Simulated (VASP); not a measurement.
Given:

```yaml
crystal:
  lattice:
    - [4.05693, 0.00000, 0.00000]
    - [0.00000, 4.05693, 0.00000]
    - [0.00000, 0.00000, 4.05693]
  atoms:
    - { symbol: Rb, position: [0.00000, 0.00000, 0.00000] }
    - { symbol: Mg, position: [0.50000, 0.50000, 0.50000] }
    - { symbol: F, position: [0.00000, 0.50000, 0.50000] }
    - { symbol: F, position: [0.50000, 0.00000, 0.50000] }
    - { symbol: F, position: [0.50000, 0.50000, 0.00000] }
```

These are PBEsol GGA, VASP's PBE PAW potentials (set 64) (plane waves; VASP) values and carry that method's errors. Run with 520 eV cut-off, 5×5×5 Γ-centred mesh, Gaussian smearing of 0.050 eV, potentials Rb_sv Mg F.

Question: What does the run give for the energy per atom (σ→0)?

Answer: 
```yaml
energy per atom (σ→0): -482.5 kJ/mol of atoms
```

The absolute energy has meaning only against runs of the same code, potentials and settings.

The structure comes from a computed database's RbMgF3 entry (Pm-3m); how it stands against other phases isn't given here. The cell was not relaxed at this level. The run is one of a series of settings (GGA = PS against the base run), some of them coarse on purpose.
